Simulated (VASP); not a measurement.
Computed with PBEsol GGA, VASP's PBE PAW potentials (set 64) (plane waves; VASP).

The input files of a VASP run:

**INCAR**
```
ALGO  =  Normal
EDIFF  =  1E-6
EDIFFG  =  -0.02
ENCUT  =  500
GGA  =  PS
IBRION  =  2
ISIF  =  3
ISMEAR  =  1
LASPH  =  .True.
LCHARG  =  .False.
LMAXMIX  =  4
LREAL  =  .False.
LWAVE  =  .False.
NELM  =  100
NSW  =  40
PREC  =  Accurate
PSTRESS  =  300
SIGMA  =  0.1
SYSTEM  =  SnSe2
```

KPOINTS:
```
Automatic mesh
0
Gamma
10 10 6
0 0 0
```

POSCAR:
```
SnSe2
1
    1.8119525793    -3.1384009048     0.0000000000
    1.8119525793     3.1384009048     0.0000000000
    0.0000000000     0.0000000000     5.1874165262
Sn Se
1 2
Direct
  0.0000000000   0.0000000000   0.0000000000
  0.3333330000   0.6666670000   0.3065028999
  0.6666670000   0.3333330000   0.6934971001
```

POTCAR, in this order: Sn_d Se (PBE.64 set). Program: vasp_std.

The resulting files:

OUTCAR:
```
 ion  position               nearest neighbor table
   1  0.000  0.000  0.000-   3 2.63   2 2.63   3 2.63   2 2.63   2 2.63   3 2.63
   2  0.333  0.667  0.307-   1 2.63   1 2.63   1 2.63
   3  0.667  0.333  0.693-   1 2.63   1 2.63   1 2.63
  LATTYP: Found a hexagonal cell.
 ALAT       =     3.6239112005
 C/A-ratio  =     1.4314414011
 Subroutine PRICEL returns:
 Original cell was already a primitive cell.
 Subroutine GETGRP returns: Found 12 space group operations
The static configuration has the point symmetry D_3d.
The dynamic configuration has the point symmetry D_3d.
 Subroutine INISYM returns: Found 12 space group operations
 Subroutine IBZKPT returns following result:
 Found     72 irreducible k-points:

 Following reciprocal coordinates:
            Coordinates               Weight
  0.000000  0.000000  0.000000      1.000000
  0.100000  0.000000  0.000000      6.000000
  0.200000  0.000000  0.000000      6.000000
  0.300000  0.000000  0.000000      6.000000
  0.400000  0.000000  0.000000      6.000000
  0.500000  0.000000  0.000000      3.000000
  0.100000  0.100000  0.000000      6.000000
...
```

OSZICAR:
```
...
DAV:  10    -0.122035115475E+02   -0.36773E-05   -0.13367E-04  3275   0.970E-02    0.206E-02
DAV:  11    -0.122035157189E+02   -0.41714E-05   -0.11590E-05  2697   0.242E-02    0.801E-03
DAV:  12    -0.122035165656E+02   -0.84670E-06   -0.84088E-07  1987   0.878E-03
   1 F= -.11564483E+01 E0= -.11561125E+01  d E =-.115645E+01
       N       E                     dE             d eps       ncg     rms          rms(c)
DAV:   1    -0.158034512738E+02   -0.35999E+01   -0.11667E+02  3219   0.161E+02    0.154E+01
DAV:   2    -0.110279730565E+02    0.47755E+01   -0.94754E+00  3256   0.102E+02    0.606E+00
DAV:   3    -0.990565378892E+01    0.11223E+01   -0.26188E+00  3158   0.340E+01    0.141E+00
DAV:   4    -0.987444507006E+01    0.31209E-01   -0.22156E-01  3592   0.436E+00    0.667E-01
DAV:   5    -0.986532019386E+01    0.91249E-02   -0.11699E-02  3283   0.110E+00    0.216E-01
DAV:   6    -0.986424258894E+01    0.10776E-02   -0.18542E-03  3726   0.572E-01    0.650E-02
DAV:   7    -0.986423195322E+01    0.10636E-04   -0.17738E-04  2902   0.137E-01    0.314E-02
DAV:   8    -0.986422611075E+01    0.58425E-05   -0.15878E-05  3553   0.438E-02    0.482E-03
DAV:   9    -0.986422595710E+01    0.15366E-06   -0.17069E-06  1843   0.166E-02
   2 F= -.66796675E+00 E0= -.66787369E+00  d E =0.488482E+00
       N       E                     dE             d eps       ncg     rms          rms(c)
DAV:   1    -0.143416959095E+02   -0.44775E+01   -0.70689E+01  3180   0.184E+02    0.950E+00
DAV:   2    -0.123867088013E+02    0.19550E+01   -0.38272E+00  3166   0.356E+01    0.435E+00
DAV:   3    -0.117429699763E+02    0.64374E+00   -0.18235E+00  3192   0.232E+01    0.713E-01
DAV:   4    -0.117369618539E+02    0.60081E-02   -0.99922E-02  2633   0.327E+00    0.353E-01
DAV:   5    -0.117297829241E+02    0.71789E-02   -0.56657E-03  3637   0.815E-01    0.132E-01
DAV:   6    -0.117289191725E+02    0.86375E-03   -0.97209E-04  2749   0.365E-01    0.431E-02
DAV:   7    -0.117289084893E+02    0.10683E-04   -0.34863E-05  3944   0.589E-02    0.239E-02
DAV:   8    -0.117289066797E+02    0.18096E-05   -0.78241E-06  2980   0.416E-02    0.556E-03
DAV:   9    -0.117289075867E+02   -0.90704E-06   -0.71770E-07  1582   0.815E-03
   3 F= -.12616973E+01 E0= -.12612914E+01  d E =-.105249E+00
       N       E                     dE             d eps       ncg     rms          rms(c)
DAV:   1    -0.117071454181E+02    0.21761E-01   -0.18396E-02  3190   0.243E+00    0.166E-01
DAV:   2    -0.117065384776E+02    0.60694E-03   -0.10853E-03  3192   0.666E-01    0.736E-02
DAV:   3    -0.117063652321E+02    0.17325E-03   -0.48309E-04  3131   0.406E-01    0.133E-02
DAV:   4    -0.117063645368E+02    0.69523E-06   -0.25441E-05  2550   0.534E-02    0.673E-03
DAV:   5    -0.117063639117E+02    0.62517E-06   -0.13156E-06  1672   0.135E-02
   4 F= -.12618909E+01 E0= -.12614777E+01  d E =-.105443E+00
       N       E                     dE             d eps       ncg     rms          rms(c)
DAV:   1    -0.116806537240E+02    0.25711E-01   -0.64196E-01  2637   0.673E+00    0.549E-01
DAV:   2    -0.116772290811E+02    0.34246E-02   -0.37143E-02  3227   0.165E+00    0.282E-01
DAV:   3    -0.116756510216E+02    0.15781E-02   -0.34144E-03  2986   0.855E-01    0.106E-01
DAV:   4    -0.116754646231E+02    0.18640E-03   -0.41611E-04  3923   0.317E-01    0.349E-02
DAV:   5    -0.116754558179E+02    0.88052E-05   -0.45352E-05  3543   0.829E-02    0.981E-03
DAV:   6    -0.116754560899E+02   -0.27200E-06   -0.35980E-06  2573   0.197E-02
   5 F= -.12753351E+01 E0= -.12749997E+01  d E =-.134442E-01
       N       E                     dE             d eps       ncg     rms          rms(c)
DAV:   1    -0.116209719584E+02    0.54484E-01   -0.15790E+00  2599   0.105E+01    0.813E-01
DAV:   2    -0.116142340859E+02    0.67379E-02   -0.90842E-02  3241   0.264E+00    0.436E-01
DAV:   3    -0.116107356168E+02    0.34985E-02   -0.72442E-03  2997   0.135E+00    0.168E-01
DAV:   4    -0.116102847107E+02    0.45091E-03   -0.98973E-04  3946   0.504E-01    0.486E-02
DAV:   5    -0.116102669817E+02    0.17729E-04   -0.10966E-04  3557   0.122E-01    0.155E-02
DAV:   6    -0.116102672455E+02   -0.26373E-06   -0.84490E-06  3366   0.320E-02
   6 F= -.12797715E+01 E0= -.12795277E+01  d E =-.178806E-01
       N       E                     dE             d eps       ncg     rms          rms(c)
DAV:   1    -0.116383310182E+02   -0.28064E-01   -0.20654E-01  2566   0.386E+00    0.289E-01
DAV:   2    -0.116375237350E+02    0.80728E-03   -0.11446E-02  3228   0.100E+00    0.166E-01
DAV:   3    -0.116370727318E+02    0.45100E-03   -0.93653E-04  3070   0.487E-01    0.658E-02
DAV:   4    -0.116370060714E+02    0.66660E-04   -0.14294E-04  3875   0.193E-01    0.175E-02
DAV:   5    -0.116370024475E+02    0.36238E-05   -0.15878E-05  3632   0.464E-02    0.531E-03
DAV:   6    -0.116370022131E+02    0.23443E-06   -0.84226E-07  1399   0.106E-02
   7 F= -.12813235E+01 E0= -.12810910E+01  d E =-.194326E-01
       N       E                     dE             d eps       ncg     rms          rms(c)
DAV:   1    -0.116351432482E+02    0.18592E-02   -0.11447E-03  2562   0.289E-01    0.214E-02
DAV:   2    -0.116351383423E+02    0.49058E-05   -0.63727E-05  3229   0.760E-02    0.122E-02
DAV:   3    -0.116351356991E+02    0.26432E-05   -0.52057E-06  2750   0.373E-02    0.474E-03
DAV:   4    -0.116351353807E+02    0.31840E-06   -0.50375E-07  1356   0.141E-02
   8 F= -.12813333E+01 E0= -.12810961E+01  d E =-.194425E-01
       N       E                     dE             d eps       ncg     rms          rms(c)
DAV:   1    -0.116450230845E+02   -0.98874E-02   -0.16275E-02  2914   0.135E+00    0.117E-01
DAV:   2    -0.116447889892E+02    0.23410E-03   -0.95752E-04  3021   0.447E-01    0.669E-02
DAV:   3    -0.116446784263E+02    0.11056E-03   -0.18338E-04  3232   0.259E-01    0.172E-02
DAV:   4    -0.116446716598E+02    0.67664E-05   -0.25113E-05  3543   0.598E-02    0.587E-03
DAV:   5    -0.116446709281E+02    0.73175E-06   -0.14570E-06  1737   0.161E-02
   9 F= -.12814620E+01 E0= -.12812460E+01  d E =-.128641E-03
       N       E                     dE             d eps       ncg     rms          rms(c)
DAV:   1    -0.116486245959E+02   -0.39529E-02   -0.27847E-03  2931   0.562E-01    0.484E-02
DAV:   2    -0.116485847706E+02    0.39825E-04   -0.16376E-04  3038   0.187E-01    0.277E-02
DAV:   3    -0.116485656274E+02    0.19143E-04   -0.31506E-05  3228   0.108E-01    0.712E-03
DAV:   4    -0.116485641444E+02    0.14830E-05   -0.36821E-06  2420   0.246E-02    0.240E-03
DAV:   5    -0.116485639998E+02    0.14454E-06   -0.94929E-07  1437   0.967E-03
  10 F= -.12814772E+01 E0= -.12812717E+01  d E =-.143880E-03
       N       E                     dE             d eps       ncg     rms          rms(c)
DAV:   1    -0.116447301840E+02    0.38340E-02   -0.28503E-03  2868   0.539E-01    0.487E-02
DAV:   2    -0.116446869731E+02    0.43211E-04   -0.16007E-04  2981   0.164E-01    0.262E-02
DAV:   3    -0.116446687760E+02    0.18197E-04   -0.38361E-05  3243   0.103E-01    0.821E-03
DAV:   4    -0.116446681179E+02    0.65805E-06   -0.61604E-06  2852   0.237E-02
  11 F= -.12815419E+01 E0= -.12813464E+01  d E =-.646694E-04
       N       E                     dE             d eps       ncg     rms          rms(c)
DAV:   1    -0.116334057029E+02    0.11263E-01   -0.25723E-02  2891   0.162E+00    0.146E-01
DAV:   2    -0.116330161967E+02    0.38951E-03   -0.14365E-03  2957   0.483E-01    0.785E-02
DAV:   3    -0.116328521788E+02    0.16402E-03   -0.34066E-04  3298   0.305E-01    0.246E-02
DAV:   4    -0.116328437173E+02    0.84615E-05   -0.53415E-05  3481   0.718E-02    0.862E-03
DAV:   5    -0.116328430160E+02    0.70122E-06   -0.23466E-06  2470   0.287E-02
  12 F= -.12816202E+01 E0= -.12814614E+01  d E =-.142976E-03
```

File OUTCAR:
```
------------------------ aborting loop because EDIFF is reached ----------------------------------------
  FORCE on cell =-STRESS in cart. coord.  units (eV):
  Direction    XX          YY          ZZ          XY          YZ          ZX
  --------------------------------------------------------------------------------------
  Total       10.3682000     10.3683805     10.3757361      0.0000000      0.0000000     -0.0000000
  in kB      300.4920332    300.4972661    300.7104467      0.0000000      0.0000000     -0.0000000
  external PRESSURE =       0.5665820 kB  Pullay stress =     300.0000000 kB
  volume of cell :       55.28
      direct lattice vectors                 reciprocal lattice vectors
     1.760879323 -3.049959010 -0.000000000     0.283949044 -0.163936629  0.000000000
     1.760879323  3.049959010 -0.000000000     0.283949044  0.163936629 -0.000000000
    -0.000000000  0.000000000  5.146682685     0.000000000  0.000000000  0.194299913
 POSITION                                       TOTAL-FORCE (eV/Angst)
 -----------------------------------------------------------------------------------
      0.00000      0.00000     -0.00000         0.000000     -0.000000      0.000000
      1.76088      1.01666      1.61042        -0.000000      0.000000      0.006025
      1.76088     -1.01666      3.53627        -0.000000     -0.000000     -0.006025
 -----------------------------------------------------------------------------------
    total drift:                               -0.000000      0.000000     -0.000000
  FREE ENERGIE OF THE ION-ELECTRON SYSTEM (eV)
  ---------------------------------------------------
  free  energy   TOTEN  =       -11.6328430160 eV

  energy  without entropy=      -11.6323665884  energy(sigma->0) =      -11.63268421
  enthalpy is  TOTEN    =        -1.2816201909 eV   P V=       10.3512228252

 reached required accuracy - stopping structural energy minimisation
```
(Selected blocks of OUTCAR.)

File CONTCAR:
```
SnSe2
   1.00000000000000
     1.7608793232300122   -3.0499590103472074   -0.0000000000000000
     1.7608793232300122    3.0499590103472074   -0.0000000000000000
    -0.0000000000000000    0.0000000000000000    5.1466826845501794
  Sn              Se
     1     2
Direct
     0.0000000000000000    0.0000000000000000    0.0000000000000000
     0.3333330000000032    0.6666669999999968    0.3129038032215493
     0.6666669999999968    0.3333330000000032    0.6870961967784506
```

Energy and stress use the plane-wave basis of the starting cell. Without a dispersion term in the relaxation, distances and binding between the weakly bound layers, chains or molecules are unreliable, and so is what depends on them.

The compound is SnSe2 in the 1T layered structure. This run relaxes it under an external pressure of 30 GPa. Symmetry was kept, so distortions that lower it aren't found.
